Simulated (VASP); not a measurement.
OSZICAR of a VASP run on RhO (relaxed from the CsCl type structure, space group Pm-3m):

OSZICAR:
```
       N       E                     dE             d eps       ncg     rms          rms(c)
DAV:   1     0.184490760676E+03    0.18449E+03   -0.12967E+04  2358   0.160E+03
DAV:   2    -0.856683781067E+01   -0.19306E+03   -0.18924E+03  2670   0.444E+02
DAV:   3    -0.138370464201E+02   -0.52702E+01   -0.51985E+01  2586   0.793E+01
DAV:   4    -0.138672322333E+02   -0.30186E-01   -0.30182E-01  2844   0.631E+00
DAV:   5    -0.138675104414E+02   -0.27821E-03   -0.27821E-03  2676   0.586E-01    0.141E+01
DAV:   6    -0.134061822565E+02    0.46133E+00   -0.86562E+00  2600   0.344E+01    0.110E+01
DAV:   7    -0.126619979386E+02    0.74418E+00   -0.29483E+00  2750   0.199E+01    0.617E+00
DAV:   8    -0.126454919216E+02    0.16506E-01   -0.29463E-01  2424   0.595E+00    0.721E-01
DAV:   9    -0.126385887001E+02    0.69032E-02   -0.15993E-02  2622   0.173E+00    0.310E-01
DAV:  10    -0.126373485949E+02    0.12401E-02   -0.38925E-03  2514   0.762E-01    0.963E-02
DAV:  11    -0.126372710534E+02    0.77541E-04   -0.15794E-04  2658   0.134E-01    0.622E-02
DAV:  12    -0.126372706435E+02    0.40992E-06   -0.34268E-06  2610   0.233E-02
   1 F= -.12637271E+02 E0= -.12637519E+02  d E =-.126373E+02
       N       E                     dE             d eps       ncg     rms          rms(c)
DAV:   1    -0.130354001252E+02   -0.39813E+00   -0.80078E+00  2352   0.384E+01    0.426E+00
DAV:   2    -0.127443247708E+02    0.29108E+00   -0.18274E+00  2352   0.171E+01    0.304E+00
DAV:   3    -0.126422154095E+02    0.10211E+00   -0.25615E-01  2826   0.598E+00    0.133E+00
DAV:   4    -0.126337371340E+02    0.84783E-02   -0.59788E-02  2424   0.306E+00    0.552E-01
DAV:   5    -0.126339127277E+02   -0.17559E-03   -0.26385E-03  2520   0.587E-01    0.247E-01
DAV:   6    -0.126339101201E+02    0.26076E-05   -0.36995E-04  2622   0.209E-01    0.164E-02
DAV:   7    -0.126339120850E+02   -0.19649E-05   -0.40243E-05  2604   0.772E-02    0.116E-02
DAV:   8    -0.126339106925E+02    0.13925E-05   -0.37699E-06  2564   0.276E-02    0.271E-03
DAV:   9    -0.126339108643E+02   -0.17182E-06   -0.22172E-07  1344   0.513E-03
   2 F= -.12633911E+02 E0= -.12634027E+02  d E =0.335978E-02
       N       E                     dE             d eps       ncg     rms          rms(c)
DAV:   1    -0.127743863164E+02   -0.14048E+00   -0.26787E+00  2352   0.218E+01    0.249E+00
DAV:   2    -0.126627705735E+02    0.11162E+00   -0.49162E-01  2352   0.883E+00    0.130E+00
DAV:   3    -0.126456420786E+02    0.17128E-01   -0.69826E-02  2600   0.301E+00    0.682E-01
DAV:   4    -0.126408417509E+02    0.48003E-02   -0.22190E-02  2364   0.197E+00    0.240E-01
DAV:   5    -0.126409873205E+02   -0.14557E-03   -0.14502E-03  2460   0.425E-01    0.870E-02
DAV:   6    -0.126409765022E+02    0.10818E-04   -0.11840E-04  2654   0.114E-01    0.112E-02
DAV:   7    -0.126409772679E+02   -0.76571E-06   -0.70168E-06  2610   0.254E-02
   3 F= -.12640977E+02 E0= -.12641171E+02  d E =-.370662E-02
```

**Question.** Which electronic solver shows in the log?

**Answer.** It is blocked Davidson (ALGO = Normal, or the opening steps of other solvers). The INCAR had ALGO = Normal.

**Question.** Can the final energy be trusted as converged?

**Answer.** The run converged. It stopped with EDIFF = 1E-6, NELM = 100, NSW = 60 and EDIFFG = -0.01 after 3 ionic steps (PBEsol GGA, plane waves, VASP's PBE PAW potentials (set 64)).

The structure was generated: RhO was put into the CsCl type type (Pm-3m), which need not be its known phase. This run relaxes it. Symmetry was kept, so distortions that lower it aren't found. The electron count is odd and the run is not spin-polarised, which forces a metal.
